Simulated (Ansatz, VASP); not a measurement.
# RbAsPd3: VASP beside Ansatz

```
CELL_PARAMETERS angstrom
4.86310 0.00000 0.00000
0.00000 4.86310 0.00000
0.00000 0.00000 4.86310
ATOMIC_POSITIONS crystal
Rb 0.00000 0.00000 0.00000
As 0.50000 0.50000 0.50000
Pd 0.00000 0.50000 0.50000
Pd 0.50000 0.00000 0.50000
Pd 0.50000 0.50000 0.00000
```

Change from the starting cell: species swapped into the TbBPd3 type (Pm-3m, No. 221).

Alike in both runs: functional PBE; k mesh 4 × 4 × 4; occupations gaussian, width 0.1 eV; no spin polarisation.

Ansatz relaxed the structure, and its values are those at the end. VASP's run is a single point on that final structure, the one shown.

|  | VASP | Ansatz |
| --- | --- | --- |
| version | VASP 6.6.1 | Ansatz 0.2.0 |
| potentials or method | VASP PAW PBE potentials, release 64 (Rb_sv, As, Pd) | scalar-relativistic, plane waves, PAW |
| plane-wave cutoff (eV) | 520 | 420 |
| valence electrons in the cell | 44 | 78 |

Ansatz gave:

| Item | Value |
| --- | --- |
| gap on the k mesh at the Fermi level (eV) | none |
| pressure (GPa) | 0.2 |

Problem. What did VASP give for the same quantities?

Solution. gap on the k mesh at the Fermi level (eV): none; pressure (GPa): 0.3.

A gap of «none» marks a metal or a gap that the smearing closes. The two sets of potentials don't hold the same shells in valence.
